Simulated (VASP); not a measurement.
# GeRh with PBEsol: from relaxation to properties

Aim: relax GeRh, then compute properties on the relaxed cell. The steps: relaxing cell and atoms (PBEsol), second relaxation, density, ELF and potential (PBEsol), band structure (PBEsol), density of states (PBEsol), independent-particle dielectric function (PBEsol) and field gradients at the nuclei (PBEsol). The start is a computed cell from the Materials Project.

Main program and level: VASP 6.6.1; PBEsol; plane waves and PAW (Ge_d, Rh_pv).

### Step 1. Starting point

Before any relaxation, the start is as follows. It takes space group P2_13 (No. 198, cubic). The conventional cell has a = 4.908 Å, b = 4.908 Å, c = 4.908 Å, α = 90.00°, β = 90.00°, γ = 90.00°. Nearest to Ge lie 4 Rh at 2.42 to 2.47 Å. Nearest to Rh lie 4 Ge at 2.42 to 2.47 Å. Farther neighbours are not listed.

### Step 2. Relaxing cell and atoms (PBEsol)

Properties are meant for the cell that this level of theory prefers, so cell and atoms are relaxed first (ISIF = 3) until forces and stress are small; EDIFFG sets the threshold. PBEsol restores the gradient expansion of exchange and is tuned for the cells of solids.

Contents of INCAR:

```
SYSTEM = GeRh
PREC = Accurate
ENCUT = 410
EDIFF = 1E-06
NELM = 100
ISMEAR = 0
SIGMA = 0.05
LREAL = .FALSE.
ALGO = Normal
GGA = PS
NBANDS = 71
LASPH = .TRUE.
LORBIT = 11
LWAVE = .FALSE.
LCHARG = .FALSE.
KPAR = 4
IBRION = 2
NSW = 60
ISIF = 3
EDIFFG = -0.01
```

Contents of POSCAR:

```
GeRh
1.0
    4.9083890300      0.0000000000      0.0000000000
    0.0000000000      4.9083890300      0.0000000000
    0.0000000000      0.0000000000      4.9083890300
Ge Rh
4 4
Direct
    0.1662818700      0.3337181300      0.6662818700
    0.3337181300      0.6662818700      0.1662818700
    0.6662818700      0.1662818700      0.3337181300
    0.8337181300      0.8337181300      0.8337181300
    0.8822094400      0.6177905600      0.3822094400
    0.6177905600      0.3822094400      0.8822094400
    0.3822094400      0.8822094400      0.6177905600
    0.1177905600      0.1177905600      0.1177905600
```

Contents of KPOINTS:

```
Automatic mesh
0
Gamma
5 5 5
0 0 0
```

The projector-augmented-wave data sets are Ge_d and Rh_pv (PBE family, release 64).

Launch:

```console
> mpirun -np 4 vasp_std
```

Log:

```text
[banner, memory and clock lines left out]
running    4 mpi-ranks, on    1 nodes
 distrk:  each k-point on    1 cores,    4 groups
 distr:  one band on    1 cores,    1 groups

 POSCAR found type information on POSCAR GeRh
 POSCAR found :  2 types and       8 ions
|                                                                             |
|               ----> ADVICE to this user running VASP <----                  |
|                                                                             |
|     You enforced a specific xc type in the INCAR file but a different       |
|     [... a line on the potential file left out ...]
|     I HOPE YOU KNOW WHAT YOU ARE DOING!                                     |
|                                                                             |

 LDA part: xc-table for (Slater+PW92), standard interpolation
 POSCAR, INCAR and KPOINTS ok, starting setup
 FFT: planning ... GRIDC
 FFT: planning ... GRID_SOFT
 FFT: planning ... GRID
 WAVECAR not read
 entering main loop
       N       E                     dE             d eps       ncg     rms          rms(c)
DAV:   1     0.158943437375E+04    0.15894E+04   -0.48349E+04  2186   0.379E+03
DAV:   2     0.208592666982E+03   -0.13808E+04   -0.13276E+04  1562   0.108E+03
DAV:   3    -0.404960042753E+02   -0.24909E+03   -0.23946E+03  1605   0.258E+02
DAV:   4    -0.579621707667E+02   -0.17466E+02   -0.17081E+02  1813   0.750E+01
DAV:   5    -0.584545116625E+02   -0.49234E+00   -0.49173E+00  1704   0.141E+01    0.212E+01
DAV:   6    -0.570919113720E+02    0.13626E+01   -0.67224E+00  1762   0.140E+01    0.712E+00
DAV:   7    -0.567575870437E+02    0.33432E+00   -0.11526E+00  1934   0.819E+00    0.564E+00
DAV:   8    -0.566554103319E+02    0.10218E+00   -0.38941E-01  1754   0.337E+00    0.622E-01
DAV:   9    -0.566544770017E+02    0.93333E-03   -0.31132E-02  2005   0.149E+00    0.360E-01
DAV:  10    -0.566536847597E+02    0.79224E-03   -0.40275E-03  2030   0.547E-01    0.885E-02
DAV:  11    -0.566536581188E+02    0.26641E-04   -0.42526E-04  1675   0.146E-01    0.375E-02
DAV:  12    -0.566536653223E+02   -0.72034E-05   -0.27544E-05  1991   0.377E-02    0.831E-03
DAV:  13    -0.566536652247E+02    0.97622E-07   -0.24254E-06  1191   0.133E-02
   1 F= -.56653665E+02 E0= -.56652214E+02  d E =-.566537E+02
 curvature:   0.00 expect dE= 0.000E+00 dE for cont linesearch  0.000E+00
 trial: gam= 0.00000 g(F)=  0.271E-02 g(S)=  0.115E+00 ort = 0.000E+00 (trialstep = 0.100E+01)
 search vector abs. value=  0.118E+00
 bond charge predicted
       N       E                     dE             d eps       ncg     rms          rms(c)
DAV:   1    -0.610839118946E+02   -0.44302E+01   -0.64456E+01  1854   0.631E+01    0.177E+01
DAV:   2    -0.574441465317E+02    0.36398E+01   -0.17194E+01  1618   0.257E+01    0.583E+00
DAV:   3    -0.567921748320E+02    0.65197E+00   -0.14297E+00  1909   0.102E+01    0.260E+00
DAV:   4    -0.566328796665E+02    0.15930E+00   -0.40882E-01  2002   0.444E+00    0.102E+00
DAV:   5    -0.566243121567E+02    0.85675E-02   -0.40601E-02  1789   0.187E+00    0.573E-01
DAV:   6    -0.566226101955E+02    0.17020E-02   -0.68820E-03  1691   0.596E-01    0.123E-01
DAV:   7    -0.566224067465E+02    0.20345E-03   -0.58161E-04  1667   0.156E-01    0.326E-02
DAV:   8    -0.566223992225E+02    0.75240E-05   -0.36611E-05  1999   0.460E-02    0.963E-03
DAV:   9    -0.566223967421E+02    0.24804E-05   -0.25623E-06  1273   0.120E-02    0.226E-03
DAV:  10    -0.566223972122E+02   -0.47013E-06   -0.87155E-07   928   0.914E-03
   2 F= -.56622397E+02 E0= -.56621198E+02  d E =0.312680E-01
[... from here on, the cycles between the ionic steps are left out ...]
   3 F= -.56677551E+02 E0= -.56676200E+02  d E =-.238856E-01
   4 F= -.56677549E+02 E0= -.56676200E+02  d E =-.238836E-01
   5 F= -.56689172E+02 E0= -.56687939E+02  d E =-.116231E-01
   6 F= -.56714170E+02 E0= -.56713192E+02  d E =-.366216E-01
   7 F= -.56725267E+02 E0= -.56724480E+02  d E =-.477181E-01
   8 F= -.56727662E+02 E0= -.56726803E+02  d E =-.239463E-02
   9 F= -.56730488E+02 E0= -.56729664E+02  d E =-.522104E-02
  10 F= -.56733798E+02 E0= -.56732947E+02  d E =-.330982E-02
  11 F= -.56734115E+02 E0= -.56733252E+02  d E =-.362668E-02
  12 F= -.56734113E+02 E0= -.56733250E+02  d E =-.362546E-02
  13 F= -.56734155E+02 E0= -.56733279E+02  d E =-.418770E-04
  14 F= -.56734202E+02 E0= -.56733331E+02  d E =-.888902E-04
  15 F= -.56734202E+02 E0= -.56733331E+02  d E =-.887095E-04
  16 F= -.56734203E+02 E0= -.56733332E+02  d E =-.893926E-04
  17 F= -.56734228E+02 E0= -.56733357E+02  d E =-.250957E-04
  18 F= -.56734285E+02 E0= -.56733414E+02  d E =-.826321E-04
  19 F= -.56734329E+02 E0= -.56733457E+02  d E =-.126067E-03
  20 F= -.56734344E+02 E0= -.56733472E+02  d E =-.150405E-04
  21 F= -.56734351E+02 E0= -.56733479E+02  d E =-.222680E-04
  22 F= -.56734364E+02 E0= -.56733493E+02  d E =-.128555E-04
 ZBRENT: can't locate minimum, use default step
 trial-energy change:   -0.000013  1 .order   -0.000014   -0.000016   -0.000012
 step:   0.6668(harm=  0.6845)  dis= 0.00053  next Energy=   -56.734383 (dE=-0.319E-04)
 bond charge predicted
       N       E                     dE             d eps       ncg     rms          rms(c)
DAV:   1    -0.567342191871E+02    0.14482E-03   -0.15232E-02  1838   0.109E+00    0.345E-02
DAV:   2    -0.567343931743E+02   -0.17399E-03   -0.18746E-03  1729   0.238E-01    0.150E-02
DAV:   3    -0.567343928246E+02    0.34971E-06   -0.22193E-05  1717   0.284E-02    0.963E-03
DAV:   4    -0.567343918461E+02    0.97851E-06   -0.16315E-06   994   0.918E-03
  23 F= -.56734392E+02 E0= -.56733524E+02  d E =-.406902E-04
 curvature:  -0.71 expect dE=-0.696E-04 dE for cont linesearch -0.465E-05
 trial: gam= 0.00000 g(F)=  0.145E-04 g(S)=  0.833E-04 ort = 0.356E-04 (trialstep = 0.267E+00)
 search vector abs. value=  0.977E-04
 reached required accuracy - stopping structural energy minimisation
```

Wall time 3.5 min (4 MPI ranks of AMD EPYC 7R43, shared host); peak memory 0.76 GiB.

The logs omit lines about the potential files and the build; timing stands in the text.

OUTCAR, selected parts (step 2):

```text
ion  position               nearest neighbor table
   1  0.166  0.334  0.666-   5 2.42   6 2.47   7 2.47   8 2.47   7 2.90   6 2.90   8 2.90
   2  0.334  0.666  0.166-   6 2.42   5 2.47   7 2.47   8 2.47   5 2.90   8 2.90   7 2.90
   3  0.666  0.166  0.334-   7 2.42   6 2.47   5 2.47   8 2.47   5 2.90   8 2.90   6 2.90
   4  0.834  0.834  0.834-   8 2.42   6 2.47   7 2.47   5 2.47   7 2.90   6 2.90   5 2.90
   5  0.882  0.618  0.382-   1 2.42   2 2.47   3 2.47   4 2.47   3 2.90   2 2.90   4 2.90   8 3.01
                             6 3.01   6 3.01   8 3.01   7 3.01   7 3.01
   6  0.618  0.382  0.882-   2 2.42   1 2.47   3 2.47   4 2.47   1 2.90   4 2.90   3 2.90   8 3.01
                             5 3.01   5 3.01   7 3.01   7 3.01   8 3.01
   7  0.382  0.882  0.618-   3 2.42   2 2.47   1 2.47   4 2.47   1 2.90   4 2.90   2 2.90   8 3.01
                             8 3.01   5 3.01   6 3.01   6 3.01   5 3.01
   8  0.118  0.118  0.118-   4 2.42   2 2.47   3 2.47   1 2.47   3 2.90   2 2.90   1 2.90   5 3.01
                             6 3.01   7 3.01   7 3.01   5 3.01   6 3.01

  LATTYP: Found a simple cubic cell.
 ALAT       =     4.9083890300

 Subroutine GETGRP returns: Found 12 space group operations
 (whereof  3 operations were pure point group operations)

The static configuration has the point symmetry C_3 .
 The point group associated with its full space group is T   .

 Found     11 irreducible k-points:

   k-points           NKPTS =     11   k-points in BZ     NKDIM =     11   number of bands    NBANDS=     71

   dimension x,y,z NGX =    32 NGY =   32 NGZ =   32
   dimension x,y,z NGXF=    64 NGYF=   64 NGZF=   64

   ENCUT  =  410.0 eV  30.13 Ry    5.49 a.u.   8.10  8.10  8.10*2*pi/ulx,y,z

   NELECT =     116.0000    total number of electrons

 k-points in reciprocal lattice and weights: Automatic mesh
   0.00000000  0.00000000  0.00000000       0.008
   0.20000000  0.00000000  0.00000000       0.048
   0.40000000  0.00000000  0.00000000       0.048
   0.20000000  0.20000000  0.00000000       0.096
   0.40000000  0.20000000  0.00000000       0.096
  -0.20000000  0.40000000  0.00000000       0.096
   0.40000000  0.40000000  0.00000000       0.096
   0.20000000  0.20000000  0.20000000       0.064
   0.40000000  0.20000000  0.20000000       0.192
   0.40000000  0.40000000  0.20000000       0.192
   0.40000000  0.40000000  0.40000000       0.064

 average (electrostatic) potential at core
       1 -68.5946       2 -68.5946       3 -68.5946       4 -68.5946       5 -71.4956
       6 -71.4956       7 -71.4956       8 -71.4956

 E-fermi :  10.7057

 k-point     1 :       0.0000    0.0000    0.0000
  band No.  band energies     occupation
    ...
     55       9.5700      2.00000
     56       9.5700      2.00000
     57      10.5474      1.99999
     58      10.5474      1.99999
     59      10.5474      1.99999
     60      12.6224      0.00000
     61      12.6224      0.00000
     62      12.6224      0.00000
     63      14.1807      0.00000
     64      14.1807      0.00000
    ...

 k-point     2 :       0.2000    0.0000    0.0000
  band No.  band energies     occupation
    ...
     54       9.3625      2.00000
     55       9.5122      2.00000
     56       9.8964      2.00000
     57      10.2789      2.00000
     58      10.4139      2.00000
     59      11.3861      0.00000
     60      12.1792      0.00000
     61      12.4733      0.00000
     62      12.7767      0.00000
     63      13.3195      0.00000
    ...

 k-point     3 :       0.4000    0.0000    0.0000
  band No.  band energies     occupation
    ...
     54       9.1622      2.00000
     55       9.6857      2.00000
     56       9.7483      2.00000
     57      10.0972      2.00000
     58      10.1166      2.00000
     59      11.8125      0.00000
     60      12.0699      0.00000
     61      12.0825      0.00000
     62      12.4867      0.00000
     63      13.8211      0.00000
    ...

  Total        0.0678371      0.0678371      0.0678371     -0.0000000     -0.0000000      0.0000000
  in kB        0.9598680      0.9598680      0.9598680     -0.0000000     -0.0000000      0.0000000
  external PRESSURE =       0.9598680 kB  Pullay stress =       0.0000000 kB

  energy-cutoff  :      410.00
  volume of cell :      113.23
      direct lattice vectors                 reciprocal lattice vectors
     4.837884856 -0.000000000  0.000000000     0.206701902 -0.000000000 -0.000000000
     0.000000000  4.837884856  0.000000000     0.000000000  0.206701902  0.000000000
    -0.000000000 -0.000000000  4.837884856    -0.000000000 -0.000000000  0.206701902

 POSITION                                       TOTAL-FORCE (eV/Angst)
 -----------------------------------------------------------------------------------
      0.78033      1.63861      3.19928        -0.004237      0.004237     -0.004237
      1.63861      3.19928      0.78033         0.004237     -0.004237     -0.004237
      3.19928      0.78033      1.63861        -0.004237     -0.004237      0.004237
      4.05755      4.05755      4.05755         0.004237      0.004237      0.004237
      4.19638      3.06044      1.77744         0.002651     -0.002651      0.002651
      3.06044      1.77744      4.19638        -0.002651      0.002651      0.002651
      1.77744      4.19638      3.06044         0.002651      0.002651     -0.002651
      0.64150      0.64150      0.64150        -0.002651     -0.002651     -0.002651
 -----------------------------------------------------------------------------------
    total drift:                               -0.000001      0.000000      0.000000

  FREE ENERGIE OF THE ION-ELECTRON SYSTEM (eV)
  ---------------------------------------------------
  free  energy   TOTEN  =       -56.7343918461 eV

  energy  without entropy=      -56.7326560683  energy(sigma->0) =      -56.73352396

 reached required accuracy - stopping structural energy minimisation

 total charge
# of ion       s       p       d       tot
------------------------------------------
    1        1.109   1.172  10.121  12.402
    2        1.109   1.172  10.121  12.402
    3        1.109   1.172  10.121  12.402
    4        1.109   1.172  10.121  12.402
    5        0.321   6.289   7.337  13.947
    6        0.321   6.289   7.337  13.947
    7        0.321   6.289   7.337  13.947
    8        0.321   6.289   7.337  13.947
--------------------------------------------------
tot          5.718  29.847  69.833 105.398

[... 3 further parts left out ...]
```

CONTCAR:

```
GeRh
   1.00000000000000
     4.8378848563389649   -0.0000000000000000    0.0000000000000000
     0.0000000000000000    4.8378848563389649    0.0000000000000000
    -0.0000000000000000   -0.0000000000000000    4.8378848563389649
  Ge              Rh
     4     4
Direct
     0.1612964374249042    0.3387035625750957    0.6612964374249040
     0.3387035625750957    0.6612964374249040    0.1612964374249042
     0.6612964374249040    0.1612964374249042    0.3387035625750957
     0.8387035625750960    0.8387035625750960    0.8387035625750960
     0.8674006620784381    0.6325993379215619    0.3674006620784387
     0.6325993379215619    0.3674006620784387    0.8674006620784381
     0.3674006620784387    0.8674006620784381    0.6325993379215619
     0.1325993379215614    0.1325993379215614    0.1325993379215614
```

The k-mesh is coarse for a metal. The PAW data sets were made with PBE, which is usual practice but a small mismatch for other functionals. The electron count would fill whole bands, but the bands touch or overlap. That can be a semimetal, a small gap that the functional closes or, with several bands partly filled, an ordinary metal. The run keeps the 12 symmetry operations of its start, so it cannot find a distortion of lower symmetry.

Relaxation path (22 of 23):

```
step  energy less that of the first step (eV)  largest force (eV/Å)  pressure (GPa)  volume (Å³)
   1                                   0.0000                0.1006           -3.42       118.25
   2                                   0.0313                0.4561            6.09       112.94
   3                                  -0.0239                0.2371            0.09       116.11
   4                                  -0.0239                0.2397            0.36       116.06
   5                                  -0.0355                0.2165            0.17       115.72
   6                                  -0.0605                0.1619            0.45       114.71
   7                                  -0.0716                0.1878            1.33       112.71
   8                                  -0.0740                0.1426           -1.53       113.93
   9                                  -0.0768                0.1610           -0.49       113.41
  10                                  -0.0801                0.0574           -0.03       113.16
  11                                  -0.0805                0.0155            0.16       113.05
  13                                  -0.0805                0.0173           -0.16       113.24
  14                                  -0.0805                0.0114           -0.02       113.16
  15                                  -0.0805                0.0109            0.04       113.15
  16                                  -0.0805                0.0121            0.00       113.16
  17                                  -0.0806                0.0105            0.05       113.16
  18                                  -0.0806                0.0109           -0.05       113.18
  19                                  -0.0807                0.0167            0.07       113.21
  20                                  -0.0807                0.0163           -0.01       113.23
  21                                  -0.0807                0.0165           -0.05       113.24
  22                                  -0.0807                0.0133            0.02       113.24
  23                                  -0.0807                0.0073            0.10       113.23
```

```
conventional cell, symmetrised  before  after  change
                         a (Å)   4.908  4.838  -1.4 %
                         b (Å)   4.908  4.838  -1.4 %
                         c (Å)   4.908  4.838  -1.4 %
              volume (Å³/atom)   14.78  14.15  -4.2 %
```

The atoms that moved most (Å, as changes of fractional coordinates times the final cell):

```
atom      dx      dy      dz  length
 Rh8   0.072   0.072   0.072   0.124
 Rh5  -0.072   0.072  -0.072   0.124
 Rh6   0.072  -0.072  -0.072   0.124
 Rh7  -0.072  -0.072   0.072   0.124
 Ge4   0.024   0.024   0.024   0.042
 Ge1  -0.024   0.024  -0.024   0.042
 Ge2   0.024  -0.024  -0.024   0.042
 Ge3  -0.024  -0.024   0.024   0.042
```

Final coordinates:

```xyz
8
Lattice="4.8379 0.0000 0.0000 0.0000 4.8379 0.0000 0.0000 0.0000 4.8379" Properties=species:S:1:pos:R:3 pbc="T T T"
Ge    0.7803    1.6386    3.1993
Ge    1.6386    3.1993    0.7803
Ge    3.1993    0.7803    1.6386
Ge    4.0576    4.0576    4.0576
Rh    4.1964    3.0604    1.7774
Rh    3.0604    1.7774    4.1964
Rh    1.7774    4.1964    3.0604
Rh    0.6415    0.6415    0.6415
```

Numbers from this step:

```yaml
electrons: 116
bands: 71
irreducible_k_points: 11
symmetry_operations: 12
free_energy_toten: -56.7344 eV
energy_at_zero_smearing: -56.7335 eV
fermi_energy: 10.71 eV
pressure: 0.09599 GPa
metallic_judged_on_the_points_sampled: yes
scf_cycles_over_all_ionic_steps: 145
```

It ends with a largest force of 0.007 eV/Å and a pressure of 0.10 GPa.

[end of part 1 of 5]

[Lines on the potential files, build, host, timing and source positions are cut from VASP's logs without a mark.]

[Logs are printed without paths, hosts, clocks, repeated set-up lines and the standing remarks that a program may print on its own settings, such as how far it seeks lower states.]

[Hosts, paths, dates, database ids (printed as entryN), source tags and the programs' standing remarks are cut or masked in the printed files.]

[A measured line is paired with the nearest computed mode of its activity, which favours agreement.]

[In band tables of VASP the shares of atoms and orbitals are scaled to a sum of 1 inside the atoms' spheres.]
